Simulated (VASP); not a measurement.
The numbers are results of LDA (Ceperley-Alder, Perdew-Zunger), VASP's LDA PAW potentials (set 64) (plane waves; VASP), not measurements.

VASP ran on this input.

### POSCAR
```
WS2
1
    1.5641816013    -2.7092419842     0.0000000000
    1.5641816013     2.7092419842     0.0000000000
   -0.0000000000    -0.0000000000    12.1781323395
W S
2 4
Direct
  0.3333330000   0.6666670000   0.2500000000
  0.6666670000   0.3333330000   0.7500000000
  0.3333330000   0.6666670000   0.8783979818
  0.6666670000   0.3333330000   0.3783979818
  0.6666670000   0.3333330000   0.1216020182
  0.3333330000   0.6666670000   0.6216020182
```

### INCAR
```
SYSTEM = WS2
PREC = Accurate
ENCUT = 520
EDIFF = 1E-7
NELM = 100
ALGO = Normal
LREAL = .FALSE.
LASPH = .TRUE.
ISMEAR = 0
SIGMA = 0.05
LMAXMIX = 6
LWAVE = .FALSE.
LCHARG = .FALSE.
LORBIT = 11
ICHARG = 11
```

KPOINTS:
```
k-points along high-symmetry lines
10
Line-mode
Reciprocal
  0.000000   0.000000   0.000000 ! GAMMA
  0.000000   0.500000   0.000000 ! M

  0.000000   0.500000   0.000000 ! M
 -0.333333   0.666667   0.000000 ! K

 -0.333333   0.666667   0.000000 ! K
  0.000000   0.000000   0.000000 ! GAMMA

  0.000000   0.000000   0.000000 ! GAMMA
  0.000000   0.000000   0.500000 ! A

  0.000000   0.000000   0.500000 ! A
  0.000000   0.500000   0.500000 ! L

  0.000000   0.500000   0.500000 ! L
 -0.333333   0.666667   0.500000 ! H

 -0.333333   0.666667   0.500000 ! H
  0.000000   0.000000   0.500000 ! A

  0.000000   0.500000   0.500000 ! L
  0.000000   0.500000   0.000000 ! M

 -0.333333   0.666667   0.500000 ! H
 -0.333333   0.666667   0.000000 ! K
```

POTCAR, in this order: W_sv S (LDA.64 set). Program: vasp_std. Read from the step before: CHGCAR.

Output

OSZICAR:
```
       N       E                     dE             d eps       ncg     rms          rms(c)
DAV:   1     0.519670555151E+03    0.51967E+03   -0.29302E+04  6172   0.169E+03
DAV:   2    -0.169130015604E+02   -0.53658E+03   -0.52478E+03  6550   0.454E+02
DAV:   3    -0.501260423417E+02   -0.33213E+02   -0.32506E+02  7097   0.100E+02
DAV:   4    -0.510460410884E+02   -0.92000E+00   -0.91748E+00  6787   0.168E+01
DAV:   5    -0.510743664638E+02   -0.28325E-01   -0.28310E-01  7310   0.285E+00
DAV:   6    -0.510751118346E+02   -0.74537E-03   -0.74514E-03  6978   0.482E-01
DAV:   7    -0.510751390981E+02   -0.27264E-04   -0.27262E-04  7452   0.886E-02
DAV:   8    -0.510751399840E+02   -0.88589E-06   -0.88578E-06  6816   0.171E-02
DAV:   9    -0.510751400299E+02   -0.45885E-07   -0.45879E-07  5755   0.377E-03
   1 F= -.51075140E+02 E0= -.51075140E+02  d E =-.443909E-28
```

File OUTCAR:
```
 val. band max:        7.7338487043   @ k =   0.0000   0.0000   0.0000

 cond. band min:       8.5937431468   @ k =  -0.1852   0.3704   0.0000



 k-point     1 :       0.0000    0.0000    0.0000
  band No.  band energies     occupation
      1     -66.4114      2.00000
      2     -66.4113      2.00000
      3     -30.9714      2.00000
      4     -30.9714      2.00000
      5     -30.7521      2.00000
      6     -30.7521      2.00000
      7     -30.7521      2.00000
      8     -30.7521      2.00000
      9      -8.0063      2.00000
     10      -7.7365      2.00000
     11      -6.4211      2.00000
     12      -5.9025      2.00000
     13      -0.1279      2.00000
     14       1.0488      2.00000
     15       3.6989      2.00000
     16       4.1726      2.00000
     17       4.1726      2.00000
     18       4.1875      2.00000
     19       4.1876      2.00000
     20       5.4487      2.00000
     21       5.4487      2.00000
     22       5.5085      2.00000
     23       5.5085      2.00000
     24       6.2847      2.00000
     25       6.3436      2.00000
     26       7.7338      2.00000
     27      10.0607      0.00000
     28      10.0667      0.00000
     29      10.0708      0.00000
     30      10.0875      0.00000
     31      10.1372      0.00000

 k-point     2 :       0.0000    0.0556    0.0000
  band No.  band energies     occupation
      1     -66.4107      2.00000
      2     -66.4107      2.00000
      3     -30.9691      2.00000
      4     -30.9691      2.00000
      5     -30.7648      2.00000
      6     -30.7648      2.00000
      7     -30.7550      2.00000
      8     -30.7550      2.00000
      9      -7.9508      2.00000
     10      -7.6809      2.00000
     11      -6.3973      2.00000
     12      -5.8857      2.00000
     13      -0.0619      2.00000
     14       1.1146      2.00000
     15       3.6154      2.00000
     16       4.0275      2.00000
     17       4.0473      2.00000
     18       4.2263      2.00000
...
```

The density is held fixed in this step, so its total energy and stress have no physical meaning. Unless said otherwise, spin-orbit coupling is left out, though it shifts the bands of the heavy elements here.

The compound is WS2 in the 2H layered structure. It was relaxed first.
